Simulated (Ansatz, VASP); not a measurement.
## HfO2 (1T-HfO2 monolayer) in two plane-wave programs

One calculation is typed for both programs; each brings its own data sets. How far apart do they land? The cell is taken from a series of runs on this material, whose earlier steps may have relaxed, scaled, displaced or heated it; both programs get it as it stands.

Main program and level: Ansatz 0.2.0; plane waves, with VASP 6.6.1 beside it; PBE, spin-orbit coupling.

### 1. Set-up

The cell holds 3 atoms: 2 O and 1 Hf. Its edges and angles: a = 3.242 Å, b = 3.242 Å, c = 19.947 Å, α = 90.0°, β = 90.0°, γ = 120.0°. Vacuum lies along c.

### 2. Ansatz: single point, PBE, spin-orbit coupling

Ansatz runs on its fully relativistic PAW (standard-fr) files.

A single point takes one fixed geometry, so differences don't come from the geometry; what else differs is listed under the comparison.

File input.yaml:

```yaml
crystal:
  lattice:
    - [3.2424759284, 0.0, 0.0]
    - [-1.6212379642, 2.8080665251, 0.0]
    - [0.0, 0.0, 19.9467469589]
  atoms:
    - { symbol: O, position: [0.6666666667, 0.3333333333, 0.4512013923] }
    - { symbol: Hf, position: [0.0, 0.0, 0.5] }
    - { symbol: O, position: [0.3333333333, 0.6666666667, 0.5487986077] }
kpoints:
  mp_grid: { grid: [12, 12, 1] }
  band_path: { path: [[0, 0, 0], [0.12, 0, 0]], npoints: 24 }
hamiltonian:
  xc: pbe
  pseudopotentials: { kind: paw_fr }
magnetization:
  noncollinear: true
  spin_orbit: true
scf:
  occupations: { method: fermi_dirac, width: 0.05 }
  convergence: { dr2_threshold: 1.0e-09 }
efield:
  axis: 3
  dipole_correction: true
  ramp_position: 0.97
  ramp_width: 0.06
  amplitude: 0
output:
  write_potential: true
  write_density: true
  volumetric_format: npy
```

Started as:

```console
$ ansatz run input.yaml --threads 2 --pin off --max-ram 3072MiB --backend cpu --events-out ev --progress --plain --runs-dir out
```

Numbers of over 12 decimals in the logs are rounded to 6 here.

The log of the run:

```text
Engine: ansatz 0.2.0, x86_64-unknown-linux-gnu
Pseudopotentials: kind: paw_fr
Pseudopotential: O, paw_fr, valence charge 6, recommended cutoff 420 eV (normal), O.paw.azcp#standard-fr
Pseudopotential: Hf, paw_fr, valence charge 26, recommended cutoff 420 eV (normal), Hf.paw.azcp#standard-fr
Functional definition: PBE
  parameter kappa = 0.804
  parameter beta = 0.066725
  exchange = pbe_x(kappa = kappa, mu = beta*pi^2/3)
  correlation = pbe_c(beta = beta)
non-collinear run that drives no moment, with spin-orbit: no starting moment large enough to seed its density (crystal.atoms[].spin), no starting occupations that ask for one, no magnetisation constraint and no magnetic field, so the semilocal B_xc is pinned to zero
Crystal: 3 atoms, lattice volume = 181.617 Å³
Basis set: ecut = 420 eV, 3631 PW (Γ)
Bands: 46, of which v1, the nominal top of the filled ones, is band 38 counted from 1 (37 counted from 0)
Symmetry: 6 space group operations + 6 with time reversal
k-points: 19 of 144 (time reversal used)
Projection manifold: j_resolved (fully-relativistic pseudo-atomic orbitals)
Non-local potential: O, projectors of the file, l = 0: 2, l = 1: 4, l = 2: 2
Non-local potential: Hf, projectors of the file, l = 0: 3, l = 1: 4, l = 2: 4, l = 3: 6
PAW form: soft (Blöchl's): semilocal exchange-correlation on the pseudo side does not see the compensation charge
PAW one-centre angular grid: O, 110 points (default); XC on 64 Gauss nodes
PAW one-centre angular grid: Hf, 590 points (default); XC on 64 Gauss nodes
Initial density: superposition of atomic densities (neutral atoms: chi_scale 0, normalization atom)
Initial wavefunctions: pseudopotential atomic-orbital guess
Functional: x = pbe(κ = 0.804, μ = 0.219515), c = pbe(β = 0.066725)
SCF iter   1: F=—  HF=-16883.693465 eV  |F-HF|=—  |Δ(HF+E_count)|=         —  Δρ=8.56e-2  dr2=1.45e1  dr2_m=0.00e0 (ungated)  ethr=3.10e-3  |M|=0.00e0 ∫|m|=0.00e0 μB  |m|>n=0.0e0 m-floor=0.0e0 τ_xc=0.0e0  β_m=0.30  p=0.000 e·Å  D=1.46e-13 V/Å  ΔV_dip=-0.00 eV  dr2_dipole=8.75e-9  V_vac-E_F(+/−)=8.41/8.41 eV  ⟨swp⟩=12.1  Hψ=4804  notcnv=0
efield: sawtooth ramp at fractional position 0.9700 (set: `efield.ramp_position`, or a place that a band, a saddle search or an elastic batch's reference lends), width 0.0600; the density the first Hamiltonian is built on has a dipole p = 0.000 e·Å; the dipole correction subtracts the counter field D = 1.46e-13 V/Å, which shifts the + side's vacuum level by -0.00 eV against the − side's; the planar-averaged density in the ramp window peaks in size at 2.1e-7 e/Å³
preconditioner: auto → none  [insulator: Δε(μ)=7.617 eV  Ē_g=18.065 eV  σ=0.050 eV  W_gap=1.00  n_scr=12 (ndim 8)  ℏωp=16.5 eV  f_vac=0.745  D(μ)=0.00/eV (n_scr^D=0)  ε∞_Penn≈1.8]
SCF iter   2: F=—  HF=-16879.732735 eV  |F-HF|=—  |Δ(HF+E_count)|=    3.96e0  Δρ=2.23e-2  dr2=5.55e-1  dr2_m=0.00e0 (ungated)  ethr=3.10e-3  |M|=0.00e0 ∫|m|=0.00e0 μB  |m|>n=0.0e0 m-floor=0.0e0 τ_xc=0.0e0  β_m=0.31  p=-0.000 e·Å  D=-3.96e-5 V/Å  ΔV_dip=0.00 eV  dr2_dipole=9.19e-9  V_vac-E_F(+/−)=6.56/6.56 eV  ⟨swp⟩=3.9  Hψ=2260  notcnv=0  defer=38
SCF iter   3: F=—  HF=-16879.633359 eV  |F-HF|=—  |Δ(HF+E_count)|=   9.94e-2  Δρ=1.50e-2  dr2=2.07e-1  dr2_m=0.00e0 (ungated)  ethr=1.46e-3  |M|=0.00e0 ∫|m|=0.00e0 μB  |m|>n=0.0e0 m-floor=0.0e0 τ_xc=0.0e0  β_m=0.51  p=0.000 e·Å  D=3.56e-6 V/Å  ΔV_dip=-0.00 eV  dr2_dipole=3.45e-10  V_vac-E_F(+/−)=6.01/6.01 eV  ⟨swp⟩=2.6  Hψ=1529  notcnv=0  defer=38
SCF iter   4: F=—  HF=-16879.613361 eV  |F-HF|=—  |Δ(HF+E_count)|=   2.00e-2  Δρ=2.64e-3  dr2=6.16e-3  dr2_m=0.00e0 (ungated)  ethr=5.44e-4  |M|=0.00e0 ∫|m|=0.00e0 μB  |m|>n=0.0e0 m-floor=0.0e0 τ_xc=0.0e0  β_m=0.55  p=-0.000 e·Å  D=-6.02e-5 V/Å  ΔV_dip=0.00 eV  dr2_dipole=5.01e-8  V_vac-E_F(+/−)=5.51/5.51 eV  ⟨swp⟩=2.5  Hψ=1558  notcnv=0  defer=38
SCF iter   5: F=—  HF=-16879.615142 eV  |F-HF|=—  |Δ(HF+E_count)|=   1.78e-3  Δρ=4.07e-4  dr2=1.70e-4  dr2_m=0.00e0 (ungated)  ethr=1.62e-5  |M|=0.00e0 ∫|m|=0.00e0 μB  |m|>n=0.0e0 m-floor=0.0e0 τ_xc=0.0e0  β_m=0.56  p=0.000 e·Å  D=1.32e-4 V/Å  ΔV_dip=-0.00 eV  dr2_dipole=2.69e-7  V_vac-E_F(+/−)=5.43/5.44 eV  ⟨swp⟩=2.1  Hψ=1462  notcnv=0  defer=38
SCF iter   6: F=—  HF=-16879.615154 eV  |F-HF|=—  |Δ(HF+E_count)|=   1.19e-5  Δρ=1.64e-4  dr2=3.24e-5  dr2_m=0.00e0 (ungated)  ethr=4.48e-7  |M|=0.00e0 ∫|m|=0.00e0 μB  |m|>n=0.0e0 m-floor=0.0e0 τ_xc=0.0e0  β_m=0.59  p=-0.000 e·Å  D=-2.77e-4 V/Å  ΔV_dip=0.01 eV  dr2_dipole=1.20e-6  V_vac-E_F(+/−)=5.43/5.42 eV  ⟨swp⟩=3.1  Hψ=1846  notcnv=0  defer=38
SCF iter   7: F=—  HF=-16879.615177 eV  |F-HF|=—  |Δ(HF+E_count)|=   2.23e-5  Δρ=1.65e-4  dr2=8.24e-5  dr2_m=0.00e0 (ungated)  ethr=8.52e-8  |M|=0.00e0 ∫|m|=0.00e0 μB  |m|>n=0.0e0 m-floor=0.0e0 τ_xc=0.0e0  β_m=0.41  p=0.001 e·Å  D=6.98e-4 V/Å  ΔV_dip=-0.01 eV  dr2_dipole=7.61e-6  V_vac-E_F(+/−)=5.42/5.43 eV  ⟨swp⟩=2.9  Hψ=1581  notcnv=0  defer=38  recentre
SCF iter   8: F=—  HF=-16879.615161 eV  |F-HF|=—  |Δ(HF+E_count)|=   1.55e-5  Δρ=4.09e-5  dr2=1.08e-6  dr2_m=0.00e0 (ungated)  ethr=8.52e-8  |M|=0.00e0 ∫|m|=0.00e0 μB  |m|>n=0.0e0 m-floor=0.0e0 τ_xc=0.0e0  β_m=0.60  p=-0.000 e·Å  D=-3.24e-5 V/Å  ΔV_dip=0.00 eV  dr2_dipole=1.64e-8  V_vac-E_F(+/−)=5.43/5.43 eV  ⟨swp⟩=2.2  Hψ=1410  notcnv=0  defer=38
SCF iter   9: F=—  HF=-16879.615123 eV  |F-HF|=—  |Δ(HF+E_count)|=   3.78e-5  Δρ=8.47e-6  dr2=8.72e-8  dr2_m=0.00e0 (ungated)  ethr=2.85e-9  |M|=0.00e0 ∫|m|=0.00e0 μB  |m|>n=0.0e0 m-floor=0.0e0 τ_xc=0.0e0  β_m=0.60  p=-0.000 e·Å  D=-5.03e-6 V/Å  ΔV_dip=0.00 eV  dr2_dipole=3.69e-11  V_vac-E_F(+/−)=5.43/5.43 eV  ⟨swp⟩=2.7  Hψ=1647  notcnv=0  defer=38
SCF iter  10: F=—  HF=-16879.615123 eV  |F-HF|=—  |Δ(HF+E_count)|=   2.39e-8  Δρ=3.05e-6  dr2=1.23e-8  dr2_m=0.00e0 (ungated)  ethr=2.30e-10  |M|=0.00e0 ∫|m|=0.00e0 μB  |m|>n=0.0e0 m-floor=0.0e0 τ_xc=0.0e0  β_m=0.50  p=0.000 e·Å  D=3.35e-6 V/Å  ΔV_dip=-0.00 eV  dr2_dipole=3.48e-11  V_vac-E_F(+/−)=5.43/5.43 eV  ⟨swp⟩=2.1  Hψ=1496  notcnv=0  defer=38
SCF iter  11: F=-16879.615123 eV  HF=-16879.615123 eV  |F-HF|=7.64e-11  |Δ(HF+E_count)|=   1.53e-9  Δρ=7.98e-7  dr2=6.04e-10  dr2_m=0.00e0 (ungated)  ethr=2.63e-12  |M|=0.00e0 ∫|m|=0.00e0 μB  |m|>n=0.0e0 m-floor=0.0e0 τ_xc=0.0e0  p=0.000 e·Å  D=2.89e-7 V/Å  ΔV_dip=-0.00 eV  dr2_dipole=1.89e-13  V_vac-E_F(+/−)=5.43/5.43 eV  ⟨swp⟩=15.1  Hψ=4602  notcnv=0
SCF 1 converged in 11 iterations: F = -16879.615123 eV  dr2 = 6.04e-10
  greatest PAW one-centre occupation: 0.999 electrons in one spin orbital (limit 2), on the Hf atom at site 1 (counted from 0), in its partial waves of l = 0
NSCF: frozen V_eff on 25 k-points
efield: sawtooth ramp at fractional position 0.9700 (kept from the solve that this one continues, or follows in the run), width 0.0600; the density the first Hamiltonian is built on has a dipole p = 0.000 e·Å; the dipole correction subtracts the counter field D = 2.89e-7 V/Å, which shifts the + side's vacuum level by -0.00 eV against the − side's; the planar-averaged density in the ramp window peaks in size at 2.1e-7 e/Å³
WARN: The output density's exchange-correlation potential varies sharply where the density is thin. Do not read a vacuum level from v_tot or v_xc, or from such a field of the output density. On a cell that repeats whose density bears no net charge and no dipole along the vacuum's axis use v_es (v_loc + v_h of the components); under efield.dipole_correction with no amplitude use v_es + v_field, which holds any externa [...]
SCF converged after 11 iterations
Magnetization: |M| = 0.0000 μB,  M = (+0.0000, +0.0000, +0.0000) μB
Absolute magnetization: 0.0000 μB (∫|m|)
  site 0: m = (+0.0000, +0.0000, +0.0000) μB, |m| = 0.0000 μB  (R = 0.87 Å)
  site 1: m = (+0.0000, +0.0000, +0.0000) μB, |m| = 0.0000 μB  (R = 0.87 Å)
  site 2: m = (+0.0000, +0.0000, +0.0000) μB, |m| = 0.0000 μB  (R = 0.87 Å)
Free energy (F): -16879.615123 eV
Harris-Foulkes:  -16879.615123 eV  (|F-HF|=7.64e-11)
Internal energy: -16879.615123 eV  (E = F + TS)
E sigma→0 (E₀):  -16879.615123 eV
Fermi energy:    -1.311664 eV
Dipole field:    D = -0.000000 V/Å  (p = -0.000000 e·Å, saw-weighted, corrected)
Work function:   Φ+ = 5.4283 eV   Φ− = 5.4283 eV
Levels:          The Fermi level and band energies are counted from a zero that moves with the ramp; work functions are not
--- Per-component energies (eV) ---
  E_band       = -661.016524
  E_kinetic    = 770.348759
  E_local      = -42313.405378  (includes V_loc(G=0)·N_el)
  E_nonlocal   = -1148.546276
  E_hartree    = 20565.110835
  E_xc         = -446.746332
  E_vxc        = -453.646583  (∫ρ·V_xc dr)
  E_paw        = -7261.625001  (= ΣΔE_a)
  E_vpaw       = 1354.007671  (= ΣTr[D̂ρ^β])
  E_aug_tail   = 0.004924  (compensation charges beyond the density's cutoff)
  E_efield     = 0.000000  (sawtooth field / dipole correction)
  E_vefield    = 0.000000  (∫n·V_field dr)
  E_ewald      = 12955.243345
  E_smearing   = -0.000000  (= −TS)
  E_closure    = 0.000000  (closes the sum)
  Σ components = -16879.615123   (vs F -16879.615123, Δ=0.00e0)
--- Band table (eV; the first three rows and the last of 19) ---
  k-point 0: bands = [... 34 lower, -4.0273, -4.0273, -3.8919, -3.8919, 1.3676, 1.3676, 1.4180, 1.4180, ... 4 higher]
  k-point 1: bands = [... 34 lower, -4.1958, -4.1958, -4.0386, -4.0386, 1.3823, 1.3823, 1.5595, 1.5595, ... 4 higher]
  k-point 2: bands = [... 34 lower, -4.3001, -4.3001, -3.9876, -3.9876, 1.3251, 1.3251, 1.9683, 1.9683, ... 4 higher]
  k-point 18: bands = [... 34 lower, -4.8393, -4.8393, -4.3921, -4.3921, 1.3336, 1.3336, 2.5564, 2.5564, ... 4 higher]
```

### 3. VASP: single point, PBE, spin-orbit coupling

The same cell, functional, mesh and smearing now go to VASP, with its own data sets.

Lines of VASP's logs that name or quote its potential files are left out, and so is its time.

File INCAR:

```
SYSTEM = HfO2
PREC = Accurate
ENCUT = 520
EDIFF = 1E-06
NELM = 200
ISMEAR = -1
SIGMA = 0.05
LREAL = .FALSE.
ALGO = Normal
GGA = PE
LNONCOLLINEAR = .TRUE.
MAGMOM = 0 0 0 0 0 0 0 0 0
NBANDS = 34
GGA_COMPAT = .FALSE.
LASPH = .TRUE.
LSORBIT = .TRUE.
LMAXMIX = 4
LORBIT = 11
LWAVE = .FALSE.
LCHARG = .FALSE.
ISIF = 2
LDIPOL = .TRUE.
IDIPOL = 3
DIPOL = 0.5 0.5 0.5
LVHAR = .TRUE.
EFERMI = MIDGAP
NELMDL = -8
KPAR = 2
```

File POSCAR:

```
HfO2
1.0
    3.2424759284      0.0000000000      0.0000000000
   -1.6212379642      2.8080665251      0.0000000000
    0.0000000000      0.0000000000     19.9467469589
O Hf
2 1
Direct
    0.6666666667      0.3333333333      0.4512013923
    0.3333333333      0.6666666667      0.5487986077
    0.0000000000      0.0000000000      0.5000000000
```

File KPOINTS:

```
Automatic mesh
0
Gamma
12 12 1
0 0 0
```

PAW data sets: O and Hf_pv (PBE family, release 64).

Started as:

```console
$ mpirun -np 2 vasp_ncl
```

The log of the run:

```text
[banner, memory and clock lines left out]
running    2 mpi-ranks, on    1 nodes
 distrk:  each k-point on    1 cores,    2 groups
 distr:  one band on    1 cores,    1 groups

 POSCAR found type information on POSCAR O Hf
 POSCAR found :  2 types and       3 ions
 LDA part: xc-table for (Slater+PW92), standard interpolation
 POSCAR, INCAR and KPOINTS ok, starting setup
 FFT: planning ... GRIDC
 FFT: planning ... GRID_SOFT
 FFT: planning ... GRID
 WAVECAR not read
 entering main loop
       N       E                     dE             d eps       ncg     rms          rms(c)
DAV:   1     0.174370475380E+03    0.17437E+03   -0.10063E+04  1540   0.101E+03
DAV:   2    -0.108458779378E+02   -0.18522E+03   -0.17644E+03  1836   0.260E+02
DAV:   3    -0.354819000402E+02   -0.24636E+02   -0.24426E+02  1608   0.934E+01
DAV:   4    -0.360259556938E+02   -0.54406E+00   -0.54277E+00  1768   0.156E+01
DAV:   5    -0.360342518830E+02   -0.82962E-02   -0.82914E-02  1724   0.185E+00
DAV:   6    -0.360344728902E+02   -0.22101E-03   -0.22098E-03  1792   0.306E-01
DAV:   7    -0.360344802328E+02   -0.73426E-05   -0.73423E-05  1740   0.502E-02
DAV:   8    -0.360344805199E+02   -0.28710E-06   -0.28711E-06  1776   0.102E-02    0.612E+01
DAV:   9    -0.306591383720E+02    0.53753E+01   -0.25619E+01  1426   0.358E+01    0.498E+01
DAV:  10    -0.305110236153E+02    0.14811E+00   -0.18301E+00  1476   0.110E+01    0.262E+01
DAV:  11    -0.304951831046E+02    0.15841E-01   -0.16597E-01  1678   0.403E+00    0.102E+01
DAV:  12    -0.304651613164E+02    0.30022E-01   -0.15515E-01  1536   0.276E+00    0.125E+00
DAV:  13    -0.304613816442E+02    0.37797E-02   -0.11127E-02  1716   0.900E-01    0.702E-01
DAV:  14    -0.304611721529E+02    0.20949E-03   -0.13757E-03  1806   0.274E-01    0.179E-01
[...]
DAV:  20    -0.304619900101E+02   -0.10436E-03   -0.44633E-06  1754   0.129E-02    0.171E-02
DAV:  21    -0.304621462405E+02   -0.15623E-03   -0.83364E-06  1380   0.111E-02    0.569E-03
DAV:  22    -0.304622041462E+02   -0.57906E-04   -0.37701E-06  1460   0.639E-03    0.600E-03
DAV:  23    -0.304622186335E+02   -0.14487E-04   -0.72215E-07  1422   0.281E-03    0.282E-03
DAV:  24    -0.304622254979E+02   -0.68644E-05   -0.18293E-07  1310   0.192E-03    0.181E-03
DAV:  25    -0.304622345925E+02   -0.90946E-05   -0.24157E-07  1364   0.170E-03    0.165E-03
DAV:  26    -0.304622376170E+02   -0.30244E-05   -0.10111E-07  1330   0.110E-03    0.178E-04
DAV:  27    -0.304622384785E+02   -0.86151E-06   -0.80570E-09  1172   0.472E-04
   1 F= -.30462238E+02 E0= -.30462238E+02  d E =-.257746E-21  mag=     0.0000     0.0000     0.0000
```

(Continued in part 2 of 2.)

[Lines on the potential files, build, host, timing and source positions are cut from VASP's logs without a mark.]

[Logs are printed without paths, hosts, clocks, repeated set-up lines and the standing remarks that a program may print on its own settings, such as how far it seeks lower states.]

[Hosts, paths, dates, database ids (printed as entryN), source tags and the programs' standing remarks are cut or masked in the printed files.]
